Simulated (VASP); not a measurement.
# LiRe: structure and properties in VASP, part 2 of 3

What structure does LiRe take at this level, and what are its properties? The cell is invented: it takes the structure of COD entry 1539571, LiPd (space group 221 there), with some of its atoms replaced by other elements, volume scaled by an estimate. It may not be a known or stable phase.

VASP 6.6.1; vdW-DF2; plane waves and PAW (Re, Li_sv); invented cell.

Still holding for the runs below: The k-mesh is coarse for a metal.

So far. Step 2 (Rough relaxation of the start cell): It ends with forces that vanish by symmetry and a pressure of 0.23 GPa. The relaxed cell has a = 2.983 Å (conventional setting).

**3. Full relaxation (vdW-DF2)**

Properties are meant for the cell that this level of theory prefers, so cell and atoms are relaxed first (ISIF = 3) until forces and stress are small; EDIFFG sets the threshold.

INCAR

```
SYSTEM = LiRe
PREC = Accurate
ENCUT = 650
EDIFF = 1E-06
NELM = 100
ISMEAR = -1
SIGMA = 0.05
LREAL = .FALSE.
ALGO = Normal
GGA = ML
AGGAC = 0
LUSE_VDW = .TRUE.
ZAB_VDW = -1.8867
LASPH = .TRUE.
NBANDS = 11
LORBIT = 11
LWAVE = .FALSE.
LCHARG = .FALSE.
IBRION = 2
NSW = 60
ISIF = 3
EDIFFG = -0.01
```

POSCAR

```
LiRe
1.0
    2.9830435259      0.0000000000      0.0000000000
    0.0000000000      2.9830435259      0.0000000000
    0.0000000000      0.0000000000      2.9830435259
Re Li
1 1
Direct
    0.5000000000      0.5000000000      0.5000000000
    0.0000000000      0.0000000000      0.0000000000
```

KPOINTS

```
Automatic mesh
0
Gamma
8 8 8
0 0 0
```

Potentials, in the order of the species: Re and Li_sv (PBE family, release 64).

Command:

```console
$ mpirun -np 1 vasp_std
```

The log of the run:

```text
[banner, memory and clock lines left out]
running    1 mpi-ranks, on    1 nodes
 distrk:  each k-point on    1 cores,    1 groups
 distr:  one band on    1 cores,    1 groups

 POSCAR found type information on POSCAR ReLi
 POSCAR found :  2 types and       2 ions
 [... a notice as in an earlier step ...]

 [... a notice as in an earlier step ...]

 LDA part: xc-table for (Slater+PW92), standard interpolation
 POSCAR, INCAR and KPOINTS ok, starting setup
 FFT: planning ... GRIDC
 FFT: planning ... GRID_SOFT
 FFT: planning ... GRID
 WAVECAR not read
 entering main loop
       N       E                     dE             d eps       ncg     rms          rms(c)
DAV:   1     0.221526604024E+02    0.22153E+02   -0.48447E+03  1260   0.125E+03
DAV:   2    -0.783585877867E+01   -0.29989E+02   -0.28484E+02  1236   0.219E+02
DAV:   3    -0.924025863977E+01   -0.14044E+01   -0.13774E+01  1334   0.353E+01
DAV:   4    -0.930276956868E+01   -0.62511E-01   -0.62004E-01  1080   0.533E+00
DAV:   5    -0.930634106562E+01   -0.35715E-02   -0.35654E-02  1317   0.115E+00    0.310E+01
DAV:   6    -0.814436084775E+01    0.11620E+01   -0.33906E+00  1257   0.389E+01    0.619E+00
DAV:   7    -0.809239951612E+01    0.51961E-01   -0.17250E-01  1260   0.917E+00    0.781E-01
DAV:   8    -0.808526822763E+01    0.71313E-02   -0.72312E-03  1066   0.171E+00    0.449E-01
DAV:   9    -0.808536632556E+01   -0.98098E-04   -0.41678E-04  1088   0.165E-01    0.263E-01
DAV:  10    -0.808550238486E+01   -0.13606E-03   -0.30152E-04  1082   0.266E-01    0.192E-02
DAV:  11    -0.808550253813E+01   -0.15327E-06   -0.24747E-05  1095   0.550E-02    0.842E-03
DAV:  12    -0.808550301042E+01   -0.47230E-06   -0.45292E-07   706   0.755E-03
   1 F= -.80855030E+01 E0= -.80741298E+01  d E =-.808550E+01
 curvature:   0.00 expect dE= 0.000E+00 dE for cont linesearch  0.000E+00
 trial: gam= 0.00000 g(F)=  0.000E+00 g(S)=  0.720E-03 ort = 0.000E+00 (trialstep = 0.100E+01)
 search vector abs. value=  0.720E-03
 bond charge predicted
       N       E                     dE             d eps       ncg     rms          rms(c)
DAV:   1    -0.808734338879E+01   -0.18409E-02   -0.10917E-01   844   0.151E+01    0.846E-01
DAV:   2    -0.808582330221E+01    0.15201E-02   -0.68138E-03  1257   0.174E+00    0.122E-01
DAV:   3    -0.808569947996E+01    0.12382E-03   -0.29951E-04  1291   0.419E-01    0.967E-02
DAV:   4    -0.808568411134E+01    0.15369E-04   -0.46424E-05  1118   0.942E-02    0.378E-02
DAV:   5    -0.808569400459E+01   -0.98933E-05   -0.77886E-05  1263   0.128E-01    0.232E-02
DAV:   6    -0.808568742964E+01    0.65749E-05   -0.79373E-06  1172   0.625E-02    0.216E-03
DAV:   7    -0.808568761993E+01   -0.19029E-06   -0.27610E-06   880   0.118E-02
   2 F= -.80856876E+01 E0= -.80743952E+01  d E =-.184610E-03
 trial-energy change:   -0.000185  1 .order   -0.000166   -0.000720    0.000388
 step:   0.6719(harm=  0.6499)  dis= 0.00000  next Energy=    -8.085751 (dE=-0.248E-03)
 bond charge predicted
       N       E                     dE             d eps       ncg     rms          rms(c)
DAV:   1    -0.808593337317E+01   -0.24594E-03   -0.11475E-02   856   0.485E+00    0.274E-01
DAV:   2    -0.808576647840E+01    0.16689E-03   -0.74170E-04  1257   0.577E-01    0.392E-02
DAV:   3    -0.808575234123E+01    0.14137E-04   -0.29273E-05  1270   0.130E-01    0.306E-02
DAV:   4    -0.808574937508E+01    0.29662E-05   -0.55764E-06  1164   0.326E-02    0.125E-02
DAV:   5    -0.808574999111E+01   -0.61604E-06   -0.65730E-06  1055   0.359E-02
   3 F= -.80857500E+01 E0= -.80744343E+01  d E =-.246981E-03
 curvature:  -0.32 expect dE=-0.765E-07 dE for cont linesearch -0.765E-07
 trial: gam=-0.01779 g(F)=  0.653E-67 g(S)=  0.237E-06 ort = 0.131E-04 (trialstep = 0.934E+00)
 search vector abs. value=  0.178E-09
 reached required accuracy - stopping structural energy minimisation
```

The job ended after 82 s (1 MPI rank of Intel Xeon Platinum 8488C (Sapphire Rapids), shared host; peak memory 0.34 GiB).

OUTCAR, selected parts (step 3):

```text
  LATTYP: Found a simple cubic cell.
 ALAT       =     2.9830435259

The static configuration has the point symmetry O_h .

 Found     35 irreducible k-points:

   k-points           NKPTS =     35   k-points in BZ     NKDIM =     35   number of bands    NBANDS=     11

   dimension x,y,z NGX =    28 NGY =   28 NGZ =   28
   dimension x,y,z NGXF=    56 NGYF=   56 NGZF=   56

   ENCUT  =  650.0 eV  47.77 Ry    6.91 a.u.   6.20  6.20  6.20*2*pi/ulx,y,z

   NELECT =      10.0000    total number of electrons

 E-fermi :   5.1496

 k-point     1 :       0.0000    0.0000    0.0000
  band No.  band energies     occupation
      1     -40.6579      2.00000
      2      -1.8039      2.00000
      3       1.9676      2.00000
      4       1.9676      2.00000
      5       6.8274      0.00000
      6       6.8274      0.00000
      7       6.8274      0.00000
      8      13.4710      0.00000
      9      13.4710      0.00000
    ...

 k-point     2 :       0.1250    0.0000    0.0000
  band No.  band energies     occupation
      1     -40.6559      2.00000
      2      -1.5341      2.00000
      3       2.0513      2.00000
      4       2.1970      2.00000
      5       6.3897      0.00000
      6       6.3897      0.00000
      7       6.8589      0.00000
      8      12.7187      0.00000
      9      14.1739      0.00000
    ...

Total vdW correction in eV:      1.7286693

  Total       -0.0018079     -0.0018079     -0.0018079      0.0000000      0.0000000     -0.0000000
  in kB       -0.1096531     -0.1096531     -0.1096531      0.0000000      0.0000000     -0.0000000
  external PRESSURE =      -0.1096531 kB  Pullay stress =       0.0000000 kB

  energy-cutoff  :      650.00
  volume of cell :       26.42
      direct lattice vectors                 reciprocal lattice vectors
     2.978219554 -0.000000000 -0.000000000     0.335771081  0.000000000 -0.000000000
    -0.000000000  2.978219554  0.000000000     0.000000000  0.335771081 -0.000000000
     0.000000000  0.000000000  2.978219554     0.000000000  0.000000000  0.335771081

 POSITION                                       TOTAL-FORCE (eV/Angst)
 -----------------------------------------------------------------------------------
      1.48911      1.48911      1.48911        -0.000000      0.000000      0.000000
      0.00000      0.00000      0.00000         0.000000     -0.000000      0.000000
 -----------------------------------------------------------------------------------
    total drift:                                0.000000      0.000000      0.000000

  FREE ENERGIE OF THE ION-ELECTRON SYSTEM (eV)
  ---------------------------------------------------
  free  energy   TOTEN  =        -8.0857499911 eV

  energy  without entropy=       -8.0631185792  energy(sigma->0) =       -8.07443429

Total vdW correction in eV:      1.7286925

 total charge
# of ion       s       p       d       tot
------------------------------------------
    1        0.592   0.364   4.883   5.840
    2        2.068   0.159   0.000   2.227
--------------------------------------------------
tot          2.660   0.523   4.883   8.067

[... 2 parts as in an earlier step ...]

[... 7 further parts left out ...]
```

CONTCAR:

```
LiRe
   1.00000000000000
     2.9782195539931640   -0.0000000000000000   -0.0000000000000000
    -0.0000000000000000    2.9782195539931640    0.0000000000000000
     0.0000000000000000    0.0000000000000000    2.9782195539931640
  Re              Li
     1     1
Direct
     0.5000000000000000    0.5000000000000000    0.5000000000000000
     0.0000000000000000    0.0000000000000000    0.0000000000000000
```

Relaxation path:

```tsv
step	energy less that of the first step (eV)	largest force (eV/Å)	pressure (GPa)	volume (Å³)
1	0.0000	0.0000	-0.60	26.54
2	-0.0002	0.0000	0.33	26.35
3	-0.0002	0.0000	-0.01	26.42
```

```tsv
conventional cell, symmetrised	before	after	change
a (Å)	2.983	2.978	-0.2 %
b (Å)	2.983	2.978	-0.2 %
c (Å)	2.983	2.978	-0.2 %
volume (Å³/atom)	13.27	13.21	-0.5 %
```

Final coordinates:

```
Re Li
1.0
     2.97822    0.00000    0.00000
     0.00000    2.97822    0.00000
     0.00000    0.00000    2.97822
Re Li
1 1
Direct
  0.50000 0.50000 0.50000
  0.00000 0.00000 0.00000
```

This step gave:

| Quantity | Value |
| --- | --- |
| irreducible k-points | 35 |
| free energy (TOTEN) | -8.086 eV |
| energy at zero smearing | -8.074 eV |
| Fermi energy | 5.150 eV |
| pressure | -0.01097 GPa |
| SCF cycles over all ionic steps | 24 |

It ends with forces that vanish by symmetry and a pressure of -0.01 GPa.

**4. Single point with fields (vdW-DF2)**

The relaxed cell gets a fresh self-consistent run, on a basis set for its own volume, to fix the density and to check the remaining stress.

Changes to INCAR since step 3:

```diff
@@ -17,6 +17,5 @@
 LWAVE = .FALSE.
-LCHARG = .FALSE.
-IBRION = 2
-NSW = 60
-ISIF = 3
-EDIFFG = -0.01
+LCHARG = .TRUE.
+ISIF = 2
+LELF = .TRUE.
+LVHAR = .TRUE.
```

POSCAR

```
LiRe
1.0
    2.9782195540      0.0000000000      0.0000000000
    0.0000000000      2.9782195540      0.0000000000
    0.0000000000      0.0000000000      2.9782195540
Re Li
1 1
Direct
    0.5000000000      0.5000000000      0.5000000000
    0.0000000000      0.0000000000      0.0000000000
```

KPOINTS is that of step 3.

Command:

```console
$ mpirun -np 1 vasp_std
```

The log of the run:

```text
[... set-up lines as in an earlier step ...]
 entering main loop
       N       E                     dE             d eps       ncg     rms          rms(c)
DAV:   1     0.225736917781E+02    0.22574E+02   -0.48571E+03  1254   0.123E+03
DAV:   2    -0.779594582804E+01   -0.30370E+02   -0.28695E+02  1227   0.246E+02
DAV:   3    -0.924426905973E+01   -0.14483E+01   -0.14297E+01  1345   0.412E+01
DAV:   4    -0.929882774220E+01   -0.54559E-01   -0.54438E-01  1067   0.494E+00
DAV:   5    -0.930149710734E+01   -0.26694E-02   -0.26646E-02  1280   0.103E+00    0.312E+01
DAV:   6    -0.814570047242E+01    0.11558E+01   -0.33172E+00  1265   0.387E+01    0.632E+00
DAV:   7    -0.809258081722E+01    0.53120E-01   -0.17621E-01  1260   0.932E+00    0.777E-01
DAV:   8    -0.808540368333E+01    0.71771E-02   -0.71593E-03  1050   0.167E+00    0.442E-01
DAV:   9    -0.808550131310E+01   -0.97630E-04   -0.43769E-04  1099   0.167E-01    0.256E-01
DAV:  10    -0.808563343914E+01   -0.13213E-03   -0.29400E-04  1110   0.272E-01    0.195E-02
DAV:  11    -0.808563335490E+01    0.84245E-07   -0.20584E-05  1084   0.510E-02    0.815E-03
DAV:  12    -0.808563365915E+01   -0.30426E-06   -0.35755E-07   695   0.640E-03
   1 F= -.80856337E+01 E0= -.80743143E+01  d E =-.226387E-01
```

It took 34 s on 1 MPI rank; peak memory 0.33 GiB.

OUTCAR, selected parts (step 4):

```text
  LATTYP: Found a simple cubic cell.
 ALAT       =     2.9782195540

The static configuration has the point symmetry O_h .

 Found     35 irreducible k-points:

   ENCUT  =  650.0 eV  47.77 Ry    6.91 a.u.   6.19  6.19  6.19*2*pi/ulx,y,z

   NELECT =      10.0000    total number of electrons

 E-fermi :   5.1498

 k-point     1 :       0.0000    0.0000    0.0000
  band No.  band energies     occupation
      1     -40.6636      2.00000
      2      -1.8035      2.00000
      3       1.9679      2.00000
      4       1.9679      2.00000
      5       6.8275      0.00000
      6       6.8275      0.00000
      7       6.8275      0.00000
      8      13.4709      0.00000
      9      13.4709      0.00000
    ...

 k-point     2 :       0.1250    0.0000    0.0000
  band No.  band energies     occupation
      1     -40.6616      2.00000
      2      -1.5336      2.00000
      3       2.0517      2.00000
      4       2.1974      2.00000
      5       6.3899      0.00000
      6       6.3899      0.00000
      7       6.8590      0.00000
      8      12.7186      0.00000
      9      14.1738      0.00000
    ...

Total vdW correction in eV:      1.7286718

  Total        0.0046879      0.0046879      0.0046879      0.0000000      0.0000000      0.0000000
  in kB        0.2843262      0.2843262      0.2843262      0.0000000      0.0000000      0.0000000
  external PRESSURE =       0.2843262 kB  Pullay stress =       0.0000000 kB

  energy-cutoff  :      650.00
  volume of cell :       26.42
      direct lattice vectors                 reciprocal lattice vectors
     2.978219554  0.000000000  0.000000000     0.335771081  0.000000000  0.000000000
     0.000000000  2.978219554  0.000000000     0.000000000  0.335771081  0.000000000
     0.000000000  0.000000000  2.978219554     0.000000000  0.000000000  0.335771081

 POSITION                                       TOTAL-FORCE (eV/Angst)
 -----------------------------------------------------------------------------------
      1.48911      1.48911      1.48911         0.000000      0.000000      0.000000
      0.00000      0.00000      0.00000         0.000000      0.000000      0.000000
 -----------------------------------------------------------------------------------
    total drift:                               -0.000000      0.000000      0.000000

  FREE ENERGIE OF THE ION-ELECTRON SYSTEM (eV)
  ---------------------------------------------------
  free  energy   TOTEN  =        -8.0856336592 eV

  energy  without entropy=       -8.0629950069  energy(sigma->0) =       -8.07431433

Total vdW correction in eV:      1.7286921

[... 6 parts as in an earlier step ...]

[... 5 further parts left out ...]
```

This step gave:

```
SCF cycles : 12
pressure   : 0.02843 GPa
```

Valence electrons inside each PAW sphere by angular momentum. Sphere charges, by row:

```tsv
atom	s (e)	p (e)	d (e)	tot (e)
Re1	0.592	0.364	4.883	5.84
Li2	2.068	0.159	0	2.227
```

Valence density in the ac plane at fractional y = 0.000, with atoms of Li within 0.2 Å of it. It is the smooth field of the valence electrons, not physical close to the nuclei.

Values in e/Å³, 15 rows by 15 columns:
```
 8  5  2  0  0  0  0  0  0  0  0  0  0  2  5
 2  2  0  0  0  0  0  0  0  0  0  0  0  0  2
 0  0  0  0  0  0  0  0  0  0  0  0  0  0  0
 0  0  0  0  0  0  0  0  0  0  0  0  0  0  0
 0  0  0  0  0  0  0  0  0  0  0  0  0  0  0
 0  0  0  0  0  0  0  0  0  0  0  0  0  0  0
 0  0  0  0  0  0  0  0  0  0  0  0  0  0  0
 0  0  0  0  0  0  0  0  0  0  0  0  0  0  0
 0  0  0  0  0  0  0  0  0  0  0  0  0  0  0
 0  0  0  0  0  0  0  0  0  0  0  0  0  0  0
 0  0  0  0  0  0  0  0  0  0  0  0  0  0  0
 0  0  0  0  0  0  0  0  0  0  0  0  0  0  0
 2  2  0  0  0  0  0  0  0  0  0  0  0  0  2
 8  5  2  0  0  0  0  0  0  0  0  0  0  2  5
12  8  2  0  0  0  0  0  0  0  0  0  0  2  8
```
Columns run along a (3.0 Å), rows up along c (3.0 Å). Atoms in or near the plane, at fractional coordinates: Li at (0.00, 0.00).

Electrostatic potential energy in the ac plane at fractional y = 0.000, with atoms of Li within 0.2 Å of it. With pseudopotentials it is smooth inside the atoms' cores, unlike the true potential.

Ten even steps from '0' (-43 eV) to '9' (3 eV):
```
004889999998840
347899999999874
788899999999888
889999999999998
999999999999999
999999999999999
999999999999999
999999999999999
999999999999999
999999999999999
889999999999998
788899999999888
347899999999874
004889999998840
003789999998730
```
Columns run along a (3.0 Å; values clipped at the 3rd and 97th percentile), rows up along c (3.0 Å). Atoms in or near the plane, at fractional coordinates: Li at (0.00, 0.00).

ELF in the ac plane at fractional y = 0.000, with atoms of Li within 0.2 Å of it. It is the smooth field of the valence electrons, not physical close to the nuclei.

Ten even steps from '0' (0.0) to '9' (1.0):
```
994001333310049
640002344320004
000023444432000
000234444443200
112344444444321
333444555544433
334444555544443
334444555544443
333444555544433
112344444444321
000234444443200
000023444432000
640002344320004
994001333310049
896001333310069
```
Columns run along a (3.0 Å), rows up along c (3.0 Å). Atoms in or near the plane, at fractional coordinates: Li at (0.00, 0.00).

In this run the pressure is 0.03 GPa, small enough to go on.

[end of part 2 of 3]

[Lines on the potential files, build, host, timing and source positions are cut from VASP's logs without a mark.]

[Logs are printed without paths, hosts, clocks, repeated set-up lines and the standing remarks that a program may print on its own settings, such as how far it seeks lower states.]

[Hosts, paths, dates, database ids (printed as entryN), source tags and the programs' standing remarks are cut or masked in the printed files.]

[A measured line is paired with the nearest computed mode of its activity, which favours agreement.]
